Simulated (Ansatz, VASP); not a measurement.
# Hf2CO2 (Hf2CO2 MXene 3 layers, AA) in two plane-wave programs

One calculation is typed for both programs; each brings its own data sets. How far apart do they land? The structure shown is the start of the Ansatz relaxation below; VASP solves that cell, so the two are compared at the walk's first step.

Method: plane waves, with VASP 6.6.1 beside it; single point at PBE with D3(BJ), in Ansatz 0.2.0.

**1. The starting structure**

The cell holds 15 atoms: 6 O, 6 Hf and 3 C. Cell: a = 3.289 Å, b = 3.289 Å, c = 72.359 Å, α = 90.0°, β = 90.0°, γ = 120.0°. Vacuum lies along c.

Structure file:

```cif
data_structure
_symmetry_space_group_name_H-M 'P 1'
_symmetry_Int_Tables_number 1
_cell_length_a 3.2890
_cell_length_b 3.2890
_cell_length_c 72.3588
_cell_angle_alpha 90.000
_cell_angle_beta 90.000
_cell_angle_gamma 120.000
_cell_volume 677.88
loop_
_atom_site_label
_atom_site_type_symbol
_atom_site_fract_x
_atom_site_fract_y
_atom_site_fract_z
_atom_site_occupancy
O1 O 0.33333 0.66667 0.35725 1
O2 O 0.66667 0.33333 0.42570 1
O3 O 0.33333 0.66667 0.46578 1
O4 O 0.66667 0.33333 0.53422 1
O5 O 0.33333 0.66667 0.57430 1
O6 O 0.66667 0.33333 0.64275 1
Hf7 Hf 0.66667 0.33333 0.37354 1
Hf8 Hf 0.33333 0.66667 0.40941 1
Hf9 Hf 0.66667 0.33333 0.48207 1
Hf10 Hf 0.33333 0.66667 0.51793 1
Hf11 Hf 0.66667 0.33333 0.59059 1
Hf12 Hf 0.33333 0.66667 0.62646 1
C13 C 0.00000 0.00000 0.39147 1
C14 C 0.00000 0.00000 0.50000 1
C15 C 0.00000 0.00000 0.60853 1
```

**2. Ansatz: relaxation, PBE with D3(BJ)**

Ansatz runs on its PAW soft_1 files.

The two programs are compared at the cell with which this relaxation starts, whose forces are those of its first step.

Input file input.yaml:

```yaml
crystal:
  lattice:
    - [3.289, 0.0, 0.0]
    - [-1.6445, 2.848357553, 0.0]
    - [0.0, 0.0, 72.3588403833]
  atoms:
    - { symbol: O, position: [0.3333333333, 0.6666666667, 0.3572472951] }
    - { symbol: Hf, position: [0.6666666667, 0.3333333333, 0.3735372413] }
    - { symbol: C, position: [0.0, 0.0, 0.3914721857] }
    - { symbol: Hf, position: [0.3333333333, 0.6666666667, 0.40940713] }
    - { symbol: O, position: [0.6666666667, 0.3333333333, 0.4256970763] }
    - { symbol: O, position: [0.3333333333, 0.6666666667, 0.4657751094] }
    - { symbol: Hf, position: [0.6666666667, 0.3333333333, 0.4820650557] }
    - { symbol: C, position: [0.0, 0.0, 0.5] }
    - { symbol: Hf, position: [0.3333333333, 0.6666666667, 0.5179349443] }
    - { symbol: O, position: [0.6666666667, 0.3333333333, 0.5342248906] }
    - { symbol: O, position: [0.3333333333, 0.6666666667, 0.5743029237] }
    - { symbol: Hf, position: [0.6666666667, 0.3333333333, 0.59059287] }
    - { symbol: C, position: [0.0, 0.0, 0.6085278143] }
    - { symbol: Hf, position: [0.3333333333, 0.6666666667, 0.6264627587] }
    - { symbol: O, position: [0.6666666667, 0.3333333333, 0.6427527049] }
  periodic: [true, true, false]
kpoints:
  mp_grid: { grid: [12, 12, 1] }
hamiltonian:
  xc: pbe
  dispersion: d3bj
  pseudopotentials: { kind: paw, azcp: { folder: soft_1 } }
scf:
  occupations: { method: fermi_dirac, width: 0.05 }
  convergence: { dr2_threshold: 1.0e-09 }
relax:
  f_tol: 0.004
  max_steps: 90
  cell: {}
output:
  write_potential: true
  write_density: true
  volumetric_format: npy
```

Started as:

```bash
> ansatz run input.yaml --threads 4 --pin off --max-ram 8192MiB --backend cpu --events-out ev --progress --plain --runs-dir out
```

Numbers of over 12 decimals in the logs are rounded to 6 here.

Output:

```text
Warning: relax.cell: scf.convergence.dr2_threshold = 1e-9 eV is looser than the 1.59580495946e-10 eV advised for a relaxation that steers and ends on the stress (1e-10 eV for each atom of the cell: 15, times the square of relax.cell.stress_2d_tol = 0.05 N/m over 30.7 Å (the atoms' height at the walk's start and 5 Å past either face), 1.631e-2 GPa, over a crystal's default 0.05). What an SCF threshold leaves in a stress goes as its square root, and in the free energy as the threshold itself, and one threshold admits the most on a small cell: [figures from the program's tests cut] Set scf.convergence.dr2_threshold to 1.59580495946e-10 eV or tighter. [rest of the remark cut]
Engine: ansatz 0.2.0, x86_64-unknown-linux-gnu
Pseudopotentials: kind: paw
Pseudopotential: O, paw, valence charge 6, recommended cutoff 420 eV (normal), soft_1/O.paw.azcp
Pseudopotential: Hf, paw, valence charge 26, recommended cutoff 420 eV (normal), soft_1/Hf.paw.azcp
Pseudopotential: C, paw, valence charge 4, recommended cutoff 420 eV (normal), soft_1/C.paw.azcp
Functional definition: PBE
  parameter kappa = 0.804
  parameter beta = 0.066725
  exchange = pbe_x(kappa = kappa, mu = beta*pi^2/3)
  correlation = pbe_c(beta = beta)
Crystal: 15 atoms, lattice volume = 677.876 Å³
Basis set: ecut = 420 eV, 13465 PW (Γ), exchange–correlation on 48×48×972 points (8 copies of the dense FFT grid, shifted against one another)
Bands: 123, of which v1, the nominal top of the filled ones, is band 102 counted from 1 (101 counted from 0)
Symmetry: 12 space group operations
Space group: P-3m1 (ITA 164), of the structure as read, at distance tolerance 8.8e-5 Å
k-points: 19 of 144
Non-local potential: O, projectors of the file, l = 0: 2, l = 1: 2, l = 2: 1
Non-local potential: Hf, projectors of the file, l = 0: 3, l = 1: 2, l = 2: 2, l = 3: 3
Non-local potential: C, projectors of the file, l = 0: 2, l = 1: 2, l = 2: 1
PAW form: soft (Blöchl's): semilocal exchange-correlation on the pseudo side does not see the compensation charge
PAW one-centre angular grid: O, 110 points (default); XC on 64 Gauss nodes
PAW one-centre angular grid: Hf, 590 points (default); XC on 64 Gauss nodes
PAW one-centre angular grid: C, 110 points (default); XC on 64 Gauss nodes
Initial density: superposition of atomic densities (neutral atoms: chi_scale 0, normalization atom)
Initial wavefunctions: pseudopotential atomic-orbital guess
Functional: x = pbe(κ = 0.804, μ = 0.219515), c = pbe(β = 0.066725)
SCF iter   1: F=—  HF=-98527.862852 eV  |F-HF|=—  |Δ(HF+E_count)|=         —  Δρ=8.97e-2  dr2=7.08e1  ethr=3.10e-3  ⟨swp⟩=9.2  Hψ=12811  notcnv=0  defer=113
preconditioner: auto → Resta (q_TF=auto, 2.233 Å⁻¹)  ε∞=2.4  [insulator: Δε(μ)=2.785 eV  Ē_g=16.952 eV  σ=0.050 eV  W_gap=1.00  n_scr=104 (ndim 8)  ℏωp=19.8 eV  f_vac=0.680  D(μ)=0.00/eV (n_scr^D=0)  ε∞_Penn≈2.4  vacuum switching on, ρ_ref=2.1e-2 e/Å³]
SCF iter   2: F=—  HF=-98513.648527 eV  |F-HF|=—  |Δ(HF+E_count)|=    1.42e1  Δρ=5.87e-2  dr2=2.28e1  ethr=3.10e-3  ⟨swp⟩=5.1  Hψ=6909  notcnv=0  defer=252
preconditioner: auto → LDOS  [insulator: Δε(μ)=0.428 eV  Ē_g=17.406 eV  σ=0.050 eV  W_gap=0.97  n_scr=104 (ndim 8)  ℏωp=19.8 eV  f_vac=0.685  D(μ)=0.10/eV (n_scr^D=2)  ε∞_Penn≈2.3  β→1.0]
SCF iter   3: F=—  HF=-98511.211376 eV  |F-HF|=—  |Δ(HF+E_count)|=    2.44e0  Δρ=2.03e-2  dr2=6.35e0  ethr=3.10e-3  ⟨swp⟩=4.4  Hψ=5919  notcnv=0  defer=213
SCF iter   4: F=—  HF=-98510.153182 eV  |F-HF|=—  |Δ(HF+E_count)|=    1.06e0  Δρ=5.32e-3  dr2=1.51e-1  ethr=3.10e-3  ⟨swp⟩=3.1  Hψ=3640  notcnv=0  defer=231
SCF iter   5: F=—  HF=-98510.218545 eV  |F-HF|=—  |Δ(HF+E_count)|=   6.54e-2  Δρ=2.69e-3  dr2=5.61e-2  ethr=7.40e-5  ⟨swp⟩=3.3  Hψ=5785  notcnv=0  defer=231
SCF iter   6: F=—  HF=-98510.190406 eV  |F-HF|=—  |Δ(HF+E_count)|=   2.81e-2  Δρ=1.25e-3  dr2=1.76e-2  ethr=2.75e-5  ⟨swp⟩=2.9  Hψ=5253  notcnv=0  defer=231
SCF iter   7: F=—  HF=-98510.189420 eV  |F-HF|=—  |Δ(HF+E_count)|=   9.87e-4  Δρ=7.97e-4  dr2=1.36e-2  ethr=8.61e-6  ⟨swp⟩=3.4  Hψ=4908  notcnv=0  defer=231
SCF iter   8: F=—  HF=-98510.187895 eV  |F-HF|=—  |Δ(HF+E_count)|=   1.52e-3  Δρ=2.50e-4  dr2=7.70e-4  ethr=6.69e-6  ⟨swp⟩=2.9  Hψ=3709  notcnv=0  defer=231
SCF iter   9: F=—  HF=-98510.187899 eV  |F-HF|=—  |Δ(HF+E_count)|=   4.09e-6  Δρ=1.51e-4  dr2=2.07e-4  ethr=3.77e-7  ⟨swp⟩=3.5  Hψ=5471  notcnv=0  defer=231
[...]
Harris-Foulkes:  -98513.415941 eV  (|F-HF|=1.89e-9)
Internal energy: -98513.415909 eV  (E = F + TS)
E sigma→0 (E₀):  -98513.415925 eV
Entropy (-TS):   -0.000032 eV (-0.002 meV/atom)
Fermi energy:    -4.911362 eV
--- Per-component energies (eV) ---
  E_band       = -4392.445575
  E_kinetic    = 3706.945924
  E_local      = -4800657.672573  (includes V_loc(G=0)·N_el)
  E_nonlocal   = 760.570152
  E_hartree    = 2397354.358833
  E_xc         = -2171.044794
  E_vxc        = -2253.073060  (∫ρ·V_xc dr)
  E_paw        = -47471.832553  (= ΣΔE_a)
  E_vpaw       = -657.957377  (= ΣTr[D̂ρ^β])
  E_aug_tail   = 0.004864  (compensation charges beyond the density's cutoff)
  E_ewald      = 2349968.960637
  E_disp       = -3.706400  (pairwise vdW)
  E_smearing   = -0.000032  (= −TS)
  E_closure    = -0.000000  (closes the sum)
  Σ components = -98513.415941   (vs F -98513.415941, Δ=0.00e0)
--- Forces (eV/Å), atoms counted from 1 ---
  atom   1  O      0.00000000     0.00000000     0.00018132
  atom   2  Hf     0.00000000     0.00000000     0.00026166
  atom   3  C     -0.00000000     0.00000000     0.00012831
  atom   4  Hf     0.00000000    -0.00000000     0.00010729
  atom   5  O     -0.00000000    -0.00000000     0.00010328
  atom   6  O      0.00000000     0.00000000     0.00012310
  atom   7  Hf     0.00000000     0.00000000     0.00014367
  atom   8  C      0.00000000    -0.00000000     0.00000000
  atom   9  Hf     0.00000000    -0.00000000    -0.00014367
  atom  10  O      0.00000000    -0.00000000    -0.00012310
  atom  11  O      0.00000000     0.00000000    -0.00010328
  atom  12  Hf     0.00000000     0.00000000    -0.00010729
  atom  13  C      0.00000000    -0.00000000    -0.00012831
  atom  14  Hf     0.00000000    -0.00000000    -0.00026166
  atom  15  O     -0.00000000    -0.00000000    -0.00018132
  max |Σ_I F_I| component: 5.07e-17 eV/Å
--- 2D stress c σ (N/m, compression-positive) ---
        0.004146       0.000000       0.000000
        0.000000       0.004146       0.000000
        0.000000       0.000000       0.000000
  P = ½ c Tr σ = 0.0041 N/m
--- Band table (eV; the first three rows and the last of 19) ---
  k-point 0: bands = [... 98 lower, -5.3001, -5.3001, -5.2777, -5.2777, -3.2584, -3.2584, -3.1115, -3.1115, ... 17 higher]
  k-point 1: bands = [... 98 lower, -5.6951, -5.6697, -5.5490, -5.4542, -3.2012, -3.1737, -3.1295, -2.9807, ... 17 higher]
  k-point 2: bands = [... 98 lower, -6.1274, -6.0653, -5.9987, -5.8925, -3.5442, -3.4444, -3.3273, -2.4117, ... 17 higher]
  k-point 18: bands = [... 98 lower, -7.6256, -7.6142, -7.5661, -7.5661, -3.0470, -2.8719, -2.7977, -1.8809, ... 17 higher]
  the weakly bound empty levels are not read free of the cell's end (no_gap_told)
--- Relaxed structure (21 steps of the walk, 18 accepted, 2 SCFs on fresh bases) ---
  F+E_penalty+E_count = -98513.41594121 eV   max|allowed force component| = 2.617e-4 eV/Å   (the final SCF, on the basis selected at the relaxed cell)
  cell:  # Å, volume = 692.0254 Å³
    - [3.323150, 0, 0]
    - [-1.661575, 2.877932, 0]
    - [0, 0, 72.3588403833]
  atoms:
    - { symbol: O, position: [0.333333, 0.666667, 0.384751] }
    - { symbol: Hf, position: [0.666667, 0.333333, 0.397299] }
    - { symbol: C, position: [0, 0, 0.416187] }
    - { symbol: Hf, position: [0.333333, 0.666667, 0.435106] }
    - { symbol: O, position: [0.666667, 0.333333, 0.446887] }
    - { symbol: O, position: [0.333333, 0.666667, 0.469322] }
    - { symbol: Hf, position: [0.666667, 0.333333, 0.481105] }
    - { symbol: C, position: [0, 0, 0.5] }
    - { symbol: Hf, position: [0.333333, 0.666667, 0.518895] }
    - { symbol: O, position: [0.666667, 0.333333, 0.530678] }
    - { symbol: O, position: [0.333333, 0.666667, 0.553113] }
    - { symbol: Hf, position: [0.666667, 0.333333, 0.564894] }
    - { symbol: C, position: [0, 0, 0.583813] }
    - { symbol: Hf, position: [0.333333, 0.666667, 0.602701] }
    - { symbol: O, position: [0.666667, 0.333333, 0.615249] }
```

The column dr2 measures how far the density is from self-consistency, as an energy; F and HF (Harris–Foulkes) agree once it is small.

(Continued in part 2 of 2.)

[Lines on the potential files, build, host, timing and source positions are cut from VASP's logs without a mark.]

[Logs are printed without paths, hosts, clocks, repeated set-up lines and the standing remarks that a program may print on its own settings, such as how far it seeks lower states.]

[Hosts, paths, dates, database ids (printed as entryN), source tags and the programs' standing remarks are cut or masked in the printed files.]
